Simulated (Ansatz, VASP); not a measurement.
## GaSb in two plane-wave programs

One calculation is typed for both programs; each brings its own data sets. How far apart do they land? The cell is taken from a series of runs on this material, whose earlier steps may have relaxed, scaled, displaced or heated it; both programs get it as it stands.

Method: plane waves, with VASP 6.6.1 beside it; zone-centre phonons at LDA, in Ansatz 0.2.0.

## (1) Set-up

Symmetry: F-43m, No. 216, cubic system. Conventional cell: a = 6.167 Å, b = 6.167 Å, c = 6.167 Å, α = 90.00°, β = 90.00°, γ = 90.00°. Nearest to Ga lie 4 Sb at 2.67 Å. Sb has 4 Ga at 2.67 Å nearest. Farther neighbours are not listed.

As a file:

```xyz
2
Lattice="0.0000 3.0837 3.0837 3.0837 0.0000 3.0837 3.0837 3.0837 0.0000" Properties=species:S:1:pos:R:3 pbc="T T T"
Ga    0.0000    0.0000    0.0000
Sb    4.6255    4.6255    4.6255
```

## (2) VASP: zone-centre phonons, LDA

Second derivatives magnify differences that forces hide, and they need a tight electronic threshold.

Lines of VASP's logs that name or quote its potential files are left out, and so is its time.

INCAR reads:

```
SYSTEM = GaSb
PREC = Accurate
ENCUT = 500
EDIFF = 1E-08
NELM = 120
ISMEAR = 1
SIGMA = 0.2
LREAL = .FALSE.
ALGO = Normal
GGA = CA
NBANDS = 15
LORBIT = 11
LWAVE = .FALSE.
LCHARG = .FALSE.
ISIF = 2
IBRION = 8
LASPH = .TRUE.
GGA_COMPAT = .FALSE.
KPAR = 2
```

POSCAR reads:

```
GaSb
1.0
    0.0000000000      3.0836824922      3.0836824922
    3.0836824922      0.0000000000      3.0836824922
    3.0836824922      3.0836824922      0.0000000000
Ga Sb
1 1
Direct
    0.0000000000      0.0000000000      0.0000000000
    0.7500000000      0.7500000000      0.7500000000
```

KPOINTS reads:

```
Automatic mesh
0
Gamma
12 12 12
0 0 0
```

PAW data sets: Ga_d and Sb (LDA family, release 64).

Run with:

```console
mpirun -np 2 vasp_std
```

Numbers of over 12 decimals in the logs are rounded to 6 here.

What it wrote:

```text
[banner, memory and clock lines left out]
running    2 mpi-ranks, on    1 nodes
 distrk:  each k-point on    1 cores,    2 groups
 distr:  one band on    1 cores,    1 groups

 POSCAR found type information on POSCAR GaSb
 POSCAR found :  2 types and       2 ions
 LDA part: xc-table for (Slater(with rela. corr.)+CA(PZ))
 , standard interpolation
 POSCAR, INCAR and KPOINTS ok, starting setup
 FFT: planning ... GRIDC
 FFT: planning ... GRID_SOFT
 FFT: planning ... GRID
 WAVECAR not read
 entering main loop
       N       E                     dE             d eps       ncg     rms          rms(c)
DAV:   1     0.813359054912E+02    0.81336E+02   -0.84600E+03  2176   0.142E+03
DAV:   2    -0.236448671670E+01   -0.83700E+02   -0.80892E+02  2580   0.303E+02
DAV:   3    -0.863842604460E+01   -0.62739E+01   -0.62534E+01  2531   0.683E+01
DAV:   4    -0.875744257797E+01   -0.11902E+00   -0.11899E+00  2711   0.106E+01
DAV:   5    -0.876024188369E+01   -0.27993E-02   -0.27993E-02  2751   0.143E+00    0.318E+00
DAV:   6    -0.867927065422E+01    0.80971E-01   -0.72887E-02  3231   0.429E+00    0.183E+00
DAV:   7    -0.864685449340E+01    0.32416E-01   -0.45118E-02  2524   0.170E+00    0.287E-01
DAV:   8    -0.864647251222E+01    0.38198E-03   -0.44180E-03  2721   0.810E-01    0.830E-02
DAV:   9    -0.864655891044E+01   -0.86398E-04   -0.32707E-04  2633   0.164E-01    0.358E-02
DAV:  10    -0.864655311452E+01    0.57959E-05   -0.15393E-05  2823   0.350E-02    0.129E-02
DAV:  11    -0.864655545252E+01   -0.23380E-05   -0.43333E-06  2482   0.194E-02    0.467E-03
DAV:  12    -0.864655543508E+01    0.17441E-07   -0.21365E-07  2699   0.353E-03    0.734E-04
DAV:  13    -0.864655544581E+01   -0.10732E-07   -0.18849E-08  2607   0.124E-03    0.627E-04
DAV:  14    -0.864655544643E+01   -0.62028E-09   -0.77015E-10  1619   0.365E-04
   1 F= -.86465554E+01 E0= -.86467329E+01  d E =0.532301E-03
 Linear response reoptimize wavefunctions to high precision
DAV:   1    -0.864655544647E+01   -0.38654E-10   -0.34272E-10  2025   0.183E-04
 Linear response DOF=           2
 Linear response progress:
  Degree of freedom:   1/  2
       N       E                     dE             d eps       ncg     rms          rms(c)
RMM:   1    -0.168007344904E+00   -0.16801E+00    0.86164E-02 10425   0.834E+00
RMM:   2    -0.166905234506E+00    0.11021E-02   -0.28556E-02 15495   0.134E+00    0.393E-02
RMM:   3    -0.166866595276E+00    0.38639E-04   -0.37942E-03 15996   0.445E-01    0.246E-02
RMM:   4    -0.166781661683E+00    0.84934E-04   -0.17059E-03 17654   0.219E-01    0.141E-02
RMM:   5    -0.166800899103E+00   -0.19237E-04   -0.52111E-05 17065   0.548E-02    0.450E-03
RMM:   6    -0.166801398595E+00   -0.49949E-06   -0.23384E-05 17508   0.241E-02    0.733E-04
RMM:   7    -0.166789461685E+00    0.11937E-04    0.15131E-05 16987   0.105E-02    0.684E-04
RMM:   8    -0.166795202868E+00   -0.57412E-05   -0.77869E-07 17075   0.480E-03    0.145E-04
RMM:   9    -0.166796573015E+00   -0.13701E-05   -0.30398E-07 17168   0.232E-03    0.815E-05
RMM:  10    -0.166797187781E+00   -0.61477E-06   -0.28707E-07 17388   0.115E-03    0.273E-05
RMM:  11    -0.166797129121E+00    0.58660E-07    0.22135E-07 17491   0.585E-04    0.220E-05
RMM:  12    -0.166797224526E+00   -0.95405E-07    0.25339E-07 17343   0.309E-04    0.142E-05
RMM:  13    -0.166797391221E+00   -0.16669E-06    0.32026E-08 17232   0.176E-04    0.121E-06
RMM:  14    -0.166797373696E+00    0.17525E-07   -0.99795E-09 17598   0.105E-04    0.545E-06
RMM:  15    -0.166797421425E+00   -0.47730E-07   -0.11267E-08 17106   0.712E-05    0.509E-07
RMM:  16    -0.166797410562E+00    0.10864E-07    0.58094E-09 17732   0.529E-05    0.144E-06
RMM:  17    -0.166797415942E+00   -0.53797E-08   -0.35586E-09 15641   0.435E-05    0.110E-06
 first order change of Fermi-energy  -0.27441E-05
 force on displaced ion       1 direction 1 :  -7.156   0.000   0.000
 Linear response progress:
  Degree of freedom:   2/  2
       N       E                     dE             d eps       ncg     rms          rms(c)
RMM:   1    -0.290780394480E-01   -0.29078E-01    0.67138E-03 16725   0.133E+00
RMM:   2    -0.266268381024E-01    0.24512E-02   -0.34058E-03 15400   0.363E-01    0.649E-02
RMM:   3    -0.265520107361E-01    0.74827E-04   -0.22221E-04 17016   0.983E-02    0.350E-02
RMM:   4    -0.265630133315E-01   -0.11003E-04   -0.58154E-05 16929   0.424E-02    0.439E-03
RMM:   5    -0.265659619985E-01   -0.29487E-05   -0.87758E-06 17776   0.146E-02    0.282E-03
RMM:   6    -0.265588192455E-01    0.71428E-05    0.32181E-08 16824   0.444E-03    0.553E-04
RMM:   7    -0.265581961893E-01    0.62306E-06    0.34733E-08 17617   0.140E-03    0.299E-04
RMM:   8    -0.265577493777E-01    0.44681E-06   -0.10870E-09 16841   0.520E-04    0.765E-05
RMM:   9    -0.265577595340E-01   -0.10156E-07    0.24771E-10 17580   0.189E-04    0.335E-05
RMM:  10    -0.265577730653E-01   -0.13531E-07    0.47110E-09 16940   0.688E-05    0.530E-06
RMM:  11    -0.265577666768E-01    0.63884E-08    0.18268E-09 17400   0.302E-05    0.396E-06
 first order change of Fermi-energy   0.21343E-03
 force on displaced ion       2 direction 1 :  -7.127   0.000   0.000
 Linear response finished
```

Parts of OUTCAR (step 2):

```text
ion  position               nearest neighbor table
   1  0.000  0.000  0.000-   2 2.67   2 2.67   2 2.67   2 2.67
   2  0.750  0.750  0.750-   1 2.67   1 2.67   1 2.67   1 2.67

  LATTYP: Found a face centered cubic cell.
 ALAT       =     6.1673649844

 Subroutine GETGRP returns: Found 24 space group operations
 (whereof 24 operations were pure point group operations)

The static configuration has the point symmetry T_d .

 Found     72 irreducible k-points:

   k-points           NKPTS =     72   k-points in BZ     NKDIM =     72   number of bands    NBANDS=     15

   dimension x,y,z NGX =    32 NGY =   32 NGZ =   32
   dimension x,y,z NGXF=    64 NGYF=   64 NGZF=   64

   ENCUT  =  500.0 eV  36.75 Ry    6.06 a.u.   7.95  7.95  7.95*2*pi/ulx,y,z

   NELECT =      18.0000    total number of electrons

 k-points in reciprocal lattice and weights: Automatic mesh
   0.00000000  0.00000000  0.00000000       0.001
   0.08333333  0.00000000  0.00000000       0.005
   0.16666667  0.00000000  0.00000000       0.005
   0.25000000  0.00000000  0.00000000       0.005
   0.33333333  0.00000000  0.00000000       0.005
   0.41666667  0.00000000  0.00000000       0.005
   0.50000000  0.00000000  0.00000000       0.002
   0.08333333  0.08333333  0.00000000       0.003
   0.16666667  0.08333333  0.00000000       0.014
[...]
-0.33333333  0.50000000  0.16666667       0.007
  -0.25000000  0.50000000  0.25000000       0.003

 average (electrostatic) potential at core
       1 -67.0868       2 -88.8899

  Total       -0.9753743     -0.9753743     -0.9753743     -0.0000000      0.0000000     -0.0000000
  in kB      -26.6466679    -26.6466679    -26.6466679     -0.0000000      0.0000000     -0.0000000
  external PRESSURE =     -26.6466679 kB  Pullay stress =       0.0000000 kB

  energy-cutoff  :      500.00
  volume of cell :       58.65
      direct lattice vectors                 reciprocal lattice vectors
     0.000000000  3.083682492  3.083682492    -0.162143801  0.162143801  0.162143801
     3.083682492  0.000000000  3.083682492     0.162143801 -0.162143801  0.162143801
     3.083682492  3.083682492  0.000000000     0.162143801  0.162143801 -0.162143801

 POSITION                                       TOTAL-FORCE (eV/Angst)
 -----------------------------------------------------------------------------------
      0.00000      0.00000      0.00000         0.000000      0.000000     -0.000000
      4.62552      4.62552      4.62552        -0.000000     -0.000000      0.000000
 -----------------------------------------------------------------------------------
    total drift:                               -0.000000     -0.000000     -0.000000

 Eigenvectors and eigenvalues of the dynamical matrix
 ----------------------------------------------------

   1 f  =    6.276051 THz    39.433594 2PiTHz  209.346540 cm-1    25.955651 meV
             X         Y         Z           dx          dy          dz
      0.000000  0.000000  0.000000     0.000000    0.797990    0.000000
      4.625524  4.625524  4.625524    -0.000000   -0.602671    0.000000

   2 f  =    6.276051 THz    39.433594 2PiTHz  209.346540 cm-1    25.955651 meV
             X         Y         Z           dx          dy          dz
      0.000000  0.000000  0.000000     0.000000    0.000000    0.797990
      4.625524  4.625524  4.625524     0.000000    0.000000   -0.602671

   3 f  =    6.276051 THz    39.433594 2PiTHz  209.346540 cm-1    25.955651 meV
             X         Y         Z           dx          dy          dz
      0.000000  0.000000  0.000000     0.797990   -0.000000    0.000000
      4.625524  4.625524  4.625524    -0.602671    0.000000    0.000000

   4 f/i=    0.006055 THz     0.038047 2PiTHz    0.201986 cm-1     0.025043 meV
             X         Y         Z           dx          dy          dz
      0.000000  0.000000  0.000000    -0.298420   -0.523601    0.000000
      4.625524  4.625524  4.625524    -0.395134   -0.693294    0.000000

   5 f/i=    0.006055 THz     0.038047 2PiTHz    0.201986 cm-1     0.025043 meV
             X         Y         Z           dx          dy          dz
      0.000000  0.000000  0.000000     0.000000    0.000000   -0.602671
      4.625524  4.625524  4.625524     0.000000    0.000000   -0.797990

   6 f/i=    0.006055 THz     0.038047 2PiTHz    0.201986 cm-1     0.025043 meV
             X         Y         Z           dx          dy          dz
      0.000000  0.000000  0.000000     0.523601   -0.298420    0.000000
      4.625524  4.625524  4.625524     0.693294   -0.395134    0.000000

 ELASTIC MODULI CONTR FROM IONIC RELAXATION (kBar)
 Direction    XX          YY          ZZ          XY          YZ          ZX
 --------------------------------------------------------------------------------
 XX          -0.0000      0.0000      0.0000      0.0000     -0.0000     -0.0000
 YY           0.0000     -0.0000     -0.0000      0.0000      0.0000     -0.0000
 ZZ           0.0000     -0.0000     -0.0000     -0.0000      0.0000     -0.0000
 XY           0.0000      0.0000     -0.0000   -110.6783      0.0000      0.0000
 YZ          -0.0000      0.0000      0.0000      0.0000   -110.6783      0.0000
 ZX          -0.0000     -0.0000     -0.0000      0.0000      0.0000   -110.6783
 --------------------------------------------------------------------------------
```

## (3) Ansatz: zone-centre phonons, LDA

Ansatz runs on its PAW soft_1 files.

The same cell, functional (in two slightly different forms), mesh and smearing now go to Ansatz, which takes its cutoff from its data sets.

input.yaml reads:

```yaml
crystal:
  lattice:
    - [0.0, 3.0836824922, 3.0836824922]
    - [3.0836824922, 0.0, 3.0836824922]
    - [3.0836824922, 3.0836824922, 0.0]
  atoms:
    - { symbol: Ga, position: [0.0, 0.0, 0.0] }
    - { symbol: Sb, position: [0.75, 0.75, 0.75] }
kpoints:
  mp_grid: { grid: [12, 12, 12] }
hamiltonian:
  xc: lda
  pseudopotentials: { kind: paw, azcp: { folder: soft_1 }, xc_functional: pbe }
scf:
  occupations: { method: methfessel_paxton, width: 0.2 }
output:
  eigenvalues: true
phonons:
  method: dfpt
```

Run with:

```console
ansatz run input.yaml --threads 4 --pin off --max-ram 10240MiB --backend cpu --events-out ev --progress --plain --runs-dir out
```

What it wrote:

```text
zone centre: on kpoints.mp_grid the ground state, and the responses unless they are solved on pairs of k-points, stand on 163 of the mesh's 1728 k-points, reduced under 8 symmetry operations, with k and −k counted as one. Each operation leaves every solved displacement unchanged or reverses it
Engine: ansatz 0.2.0, aarch64-unknown-linux-gnu
Pseudopotentials: kind: paw
Pseudopotential: Ga, paw, valence charge 13, recommended cutoff 420 eV (normal), soft_1/Ga.paw.azcp
Pseudopotential: Sb, paw, valence charge 15, recommended cutoff 420 eV (normal), soft_1/Sb.paw.azcp
Functional definition: SPW92
  exchange = slater_x
  correlation = pw_c
Crystal: 2 atoms, lattice volume = 58.646 Å³
Basis set: ecut = 420 eV, 1139 PW (Γ), exchange–correlation on 60×60×60 points (8 copies of the dense FFT grid, shifted against one another)
Bands: 18, of which v1, the nominal top of the filled ones, is band 14 counted from 1 (13 counted from 0)
Symmetry: 24 space group operations
k-points: 163 of 1728 (irreducible under 8 space group operations, time reversal used)
Non-local potential: Ga, projectors of the file, l = 0: 2, l = 1: 2, l = 2: 3, l = 3: 1
Non-local potential: Sb, projectors of the file, l = 0: 2, l = 1: 2, l = 2: 2, l = 3: 1
PAW form: soft (Blöchl's): semilocal exchange-correlation on the pseudo side does not see the compensation charge
PAW frozen core: Ga, regenerated for the run's functional, and the local potential with it (the file was generated under x = pbe(κ = 0.804, μ = 0.219515), c = pbe(β = 0.066725))
PAW frozen core: Sb, regenerated for the run's functional, and the local potential with it (the file was generated under x = pbe(κ = 0.804, μ = 0.219515), c = pbe(β = 0.066725))
PAW one-centre angular grid: Ga, 590 points (default); XC on 64 Gauss nodes
PAW one-centre angular grid: Sb, 590 points (default); XC on 64 Gauss nodes
Initial density: superposition of atomic densities (chi_scale 0.1, normalization cell, long waves kept (reshape's long-wave potential 0.00 eV rms))
Initial wavefunctions: pseudopotential atomic-orbital guess
Functional: x = slater, c = lda
SCF iter   1: F=—  HF=-10043.214799 eV  |F-HF|=—  |Δ(HF+E_count)|=         —  Δρ=2.98e-2  dr2=4.28e-1  ethr=3.10e-3  ⟨swp⟩=5.5  Hψ=15141  notcnv=0
preconditioner: auto → none  [insulator: Δε(μ)=0.275 eV  Ē_g=14.713 eV  σ=0.200 eV  W_gap=0.72  n_scr=14 (ndim 8)  ℏωp=20.6 eV  f_vac=0.009  D(μ)=0.04/eV (n_scr^D=0)  ε∞_Penn≈3.0]
SCF iter   2: F=—  HF=-10043.104771 eV  |F-HF|=—  |Δ(HF+E_count)|=   1.10e-1  S|Δr|=    0.00e0  Δρ=1.32e-2  dr2=6.55e-2  ethr=1.53e-3  ⟨swp⟩=2.1  Hψ=5042  notcnv=0
SCF iter   3: F=—  HF=-10043.096641 eV  |F-HF|=—  |Δ(HF+E_count)|=   8.13e-3  S|Δr|=    0.00e0  Δρ=4.82e-3  dr2=1.34e-2  ethr=2.34e-4  ⟨swp⟩=2.0  Hψ=4883  notcnv=0
SCF iter   4: F=—  HF=-10043.091062 eV  |F-HF|=—  |Δ(HF+E_count)|=   5.58e-3  S|Δr|=    0.00e0  Δρ=8.45e-4  dr2=2.39e-4  ethr=4.78e-5  ⟨swp⟩=2.0  Hψ=4402  notcnv=0
SCF iter   5: F=—  HF=-10043.090998 eV  |F-HF|=—  |Δ(HF+E_count)|=   6.41e-5  S|Δr|=    0.00e0  Δρ=4.10e-4  dr2=3.21e-5  ethr=8.53e-7  ⟨swp⟩=2.0  Hψ=4413  notcnv=0
SCF iter   6: F=—  HF=-10043.090995 eV  |F-HF|=—  |Δ(HF+E_count)|=   3.31e-6  S|Δr|=    0.00e0  Δρ=2.11e-5  dr2=1.89e-7  ethr=1.15e-7  ⟨swp⟩=2.0  Hψ=4593  notcnv=0
SCF iter   7: F=—  HF=-10043.090995 eV  |F-HF|=—  |Δ(HF+E_count)|=   5.17e-7  S|Δr|=    0.00e0  Δρ=4.31e-6  dr2=6.05e-9  ethr=6.75e-10  ⟨swp⟩=2.0  Hψ=5221  notcnv=0
SCF iter   8: F=—  HF=-10043.090995 eV  |F-HF|=—  |Δ(HF+E_count)|=  2.58e-10  S|Δr|=    0.00e0  Δρ=6.93e-7  dr2=1.94e-10  ethr=2.16e-11  ⟨swp⟩=2.6  Hψ=4481  notcnv=0
SCF iter   9: F=-10043.090995 eV  HF=-10043.090995 eV  |F-HF|=7.28e-12  |Δ(HF+E_count)|=  8.37e-11  S|Δr|=    0.00e0  Δρ=1.18e-7  dr2=4.68e-12  ethr=1.00e-12  ⟨swp⟩=7.0  Hψ=15057  notcnv=0
SCF 1 converged in 9 iterations: F = -10043.090995 eV  dr2 = 4.68e-12
  greatest PAW one-centre occupation: 0.996 electrons in one spin orbital (limit 2), on the Sb atom at site 1 (counted from 0), in its partial waves of l = 2
DFPT response loops at Γ: preconditioner auto → Kerker (q_TF=auto, 2.412 Å⁻¹) (partly filled bands, converged f_vac=0.085); β = 1.00, the filter's whole step (`scf.mixing.beta` (0.50) is not read by the response loops under this deck's `scf.mixing.preconditioner`; to damp them name `kerker` or `kerker_dos`, under which they read `scf.mixing.beta`, and type it under 1.00, their step now; both keys bind the ground state too); Broyden in place of MSR1
SCF converged after 9 iterations
Stability not checked: this state was not tested for a lower state beside it, because cold or Methfessel-Paxton smearing, or corrected tetrahedra, fill the levels in a way that the test cannot read (fill_not_monotonic; see scf.lower_state_search)
Free energy (F): -10043.090995 eV
Harris-Foulkes:  -10043.090995 eV  (|F-HF|=7.28e-12)
Internal energy: -10043.091525 eV  (E = F + TS)
E sigma→0 (E₀):  -10043.091128 eV
Entropy (-TS):   0.000530 eV (0.265 meV/atom)
Fermi energy:    7.233380 eV
Step filling:    the computed levels leave a gap of 0.0000 eV = 0.0 smearing widths at the electron count; against every level under it full and every level over it empty, smearing changes F+E_penalty+E_count by +0.200 meV and its σ→0 estimate by +0.068 meV
--- Per-component energies (eV) ---
  E_band       = -274.602352
  E_kinetic    = 276.213602
  E_local      = -3419.969458  (includes V_loc(G=0)·N_el)
  E_nonlocal   = 302.358815
  E_hartree    = 1741.685893
  E_xc         = -160.863542
  E_vxc        = -146.749247  (∫ρ·V_xc dr)
  E_paw        = -6310.846824  (= ΣΔE_a)
  E_vpaw       = -769.827728  (= ΣTr[D̂ρ^β])
  E_aug_tail   = -0.000059  (compensation charges beyond the density's cutoff)
  E_ewald      = -2473.957245
  E_core_change = 2.287292  (= ΣΔE_core)
  E_smearing   = 0.000530  (= −TS)
  E_closure    = 0.000000  (closes the sum)
  Σ components = -10043.090995   (vs F -10043.090995, Δ=0.00e0)
--- Band table (eV; the first three rows and the last of 163) ---
  k-point 0: bands = [... 10 lower, -4.1855, 6.8449, 7.1870, 7.1870, 7.1870, 9.9666, 9.9666, 9.9666]
  k-point 1: bands = [... 10 lower, -4.1164, 5.7441, 7.0695, 7.0695, 7.8789, 10.1292, 10.1292, 10.1787]
  k-point 2: bands = [... 10 lower, -3.9134, 4.4119, 6.8021, 6.8021, 8.0146, 10.4894, 10.4894, 10.9919]
  k-point 162: bands = [... 10 lower, -1.8196, 0.5787, 3.9437, 4.1611, 10.7136, 11.4405, 11.4739, 11.9145]
--- Phonons (Γ-DFPT): 2 representative perturbations + reference, on 163 of 1728 k-points (Σ response iterations 6) ---
  k mesh reduced under 8 symmetry operations, with k and −k counted as one. Each operation leaves every solved displacement unchanged or reverses it
  ASR residual: 1.727e-4 → 0.000e0 eV/Å²; symmetrization residual: 6.725e-7 eV/Å²
  ASR residual per site (eV/Å²): 1.73e-4 3.93e-5
  Γ frequencies (cm⁻¹): 0.00 0.00 0.00 207.19 207.19 207.19
  non-analytic LO–TO correction: not included (Born effective charges unavailable; polar crystals: no LO–TO splitting at Γ)
```

Reading the cycles: dr2 is the Hartree energy of the density residual (eV), the measure of convergence; HF is the Harris–Foulkes estimate of the energy, which meets the free energy F at convergence.

## (4) Side by side

Known differences besides the potentials themselves: the two LDA forms differ slightly; the data sets hold 28 valence electrons in Ansatz (on its PAW soft_1 files) and 18 in VASP; the cutoff is 420 eV in Ansatz and 500 eV in VASP; VASP's log shows a relativistic correction to its local exchange, Ansatz's none. Total energies have different zeros and are not compared.

Both answers:

| quantity | Ansatz | VASP | difference |
| --- | --- | --- | --- |
| optical mode 1 to 3 (cm⁻¹) | 207.2 | 209.3 | -1.03 % |

Modes are paired by rising frequency, not by their patterns, so a pair may set unlike modes beside each other; they are those without the splitting of longitudinal modes.

## (5) Summary of results

* r.m.s. difference of the optical zone-centre modes, each program's sorted by frequency (zone-centre phonons, LDA): 2.2 cm⁻¹
* difference in optical mode 1 to 3 (zone-centre phonons, LDA): -1.0 %

What this shows: The r.m.s. difference of the optical zone-centre modes, each program's sorted by frequency is 2.2 cm⁻¹ (zone-centre phonons, LDA). The data sets hold unlike numbers of valence electrons (28 in Ansatz and 18 in VASP), so part of the differences comes from the potentials. Among the rows given in per cent, the largest difference of the zone-centre phonons, LDA pair is in optical mode 1 to 3, -1.0 %. How closely two codes agree says nothing of how well the functional describes the real material.

[Lines on the potential files, build, host, timing and source positions are cut from VASP's logs without a mark.]

[Logs are printed without paths, hosts, clocks, repeated set-up lines and the standing remarks that a program may print on its own settings, such as how far it seeks lower states.]

[Hosts, paths, dates, database ids (printed as entryN), source tags and the programs' standing remarks are cut or masked in the printed files.]
